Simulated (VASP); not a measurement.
Level of theory: PBE GGA, VASP's PBE PAW potentials (set 64) (plane waves; VASP).

VASP ran on this input.

**POSCAR**
```
CaO
1
    0.0000000000     2.4195481199     2.4195481199
    2.4195481199    -0.0000000000     2.4195481199
    2.4195481199     2.4195481199     0.0000000000
Ca O
1 1
Direct
  0.0000000000   0.0000000000   0.0000000000
  0.5000000000   0.5000000000   0.5000000000
```

### KPOINTS
```
Regular mesh
0
G
10 10 10
```

### INCAR
```
# general
SYSTEM = CaO
PREC   = Accurate
ENCUT  = 600
LREAL  = .FALSE.
LASPH  = .TRUE.

# electronic loop
EDIFF  = 1E-7
NELM   = 100
ALGO   = Normal

# smearing
ISMEAR = 0
SIGMA  = 0.05

# functional
GGA    = PE

# ions
ISIF   = 2

# output
LWAVE  = .FALSE.
LCHARG = .FALSE.
```

POTCAR, in this order: Ca_sv O (PBE.64 set). Program: vasp_std.

Output

**OSZICAR**
```
       N       E                     dE             d eps       ncg     rms          rms(c)
DAV:   1     0.140738160408E+03    0.14074E+03   -0.94125E+03  1128   0.152E+03
DAV:   2    -0.671907818835E+01   -0.14746E+03   -0.13925E+03  1300   0.356E+02
DAV:   3    -0.142583817278E+02   -0.75393E+01   -0.74844E+01  1428   0.819E+01
DAV:   4    -0.145142394132E+02   -0.25586E+00   -0.25557E+00  1624   0.136E+01
DAV:   5    -0.145170108034E+02   -0.27714E-02   -0.27713E-02  1380   0.161E+00    0.856E+00
DAV:   6    -0.128541880253E+02    0.16628E+01   -0.88197E+00  1288   0.276E+01    0.370E+00
DAV:   7    -0.128084957718E+02    0.45692E-01   -0.73690E-01  1544   0.844E+00    0.175E+00
DAV:   8    -0.128095922012E+02   -0.10964E-02   -0.85180E-02  1212   0.331E+00    0.439E-01
DAV:   9    -0.128074879162E+02    0.21043E-02   -0.25943E-02  1428   0.131E+00    0.139E-01
DAV:  10    -0.128079421143E+02   -0.45420E-03   -0.23202E-03  1192   0.486E-01    0.258E-02
DAV:  11    -0.128079953778E+02   -0.53264E-04   -0.37934E-04  1604   0.160E-01    0.308E-02
DAV:  12    -0.128079800311E+02    0.15347E-04   -0.62188E-05  1324   0.850E-02    0.480E-03
DAV:  13    -0.128079799236E+02    0.10759E-06   -0.42954E-06  1512   0.207E-02    0.968E-04
DAV:  14    -0.128079798080E+02    0.11551E-06   -0.20408E-07  1288   0.481E-03    0.348E-04
DAV:  15    -0.128079798951E+02   -0.87038E-07   -0.39353E-08   720   0.245E-03
   1 F= -.12807980E+02 E0= -.12807980E+02  d E =-.491061E-11
```

File OUTCAR:
```
------------------------ aborting loop because EDIFF is reached ----------------------------------------
  FORCE on cell =-STRESS in cart. coord.  units (eV):
  Direction    XX          YY          ZZ          XY          YZ          ZX
  --------------------------------------------------------------------------------------
  Total       -0.0157823     -0.0157823     -0.0157823      0.0000000     -0.0000000      0.0000000
  in kB       -0.8925802     -0.8925802     -0.8925802      0.0000000     -0.0000000      0.0000000
  external PRESSURE =      -0.8925802 kB  Pullay stress =       0.0000000 kB
  volume of cell :       28.33
      direct lattice vectors                 reciprocal lattice vectors
     0.000000000  2.419548120  2.419548120    -0.206650157  0.206650157  0.206650157
     2.419548120  0.000000000  2.419548120     0.206650157 -0.206650157  0.206650157
     2.419548120  2.419548120  0.000000000     0.206650157  0.206650157 -0.206650157
  FREE ENERGIE OF THE ION-ELECTRON SYSTEM (eV)
  ---------------------------------------------------
  free  energy   TOTEN  =       -12.8079798951 eV

  energy  without entropy=      -12.8079798951  energy(sigma->0) =      -12.80797990
```
(Selected blocks of OUTCAR.)

The compound is CaO in the rock salt structure. It was relaxed first.
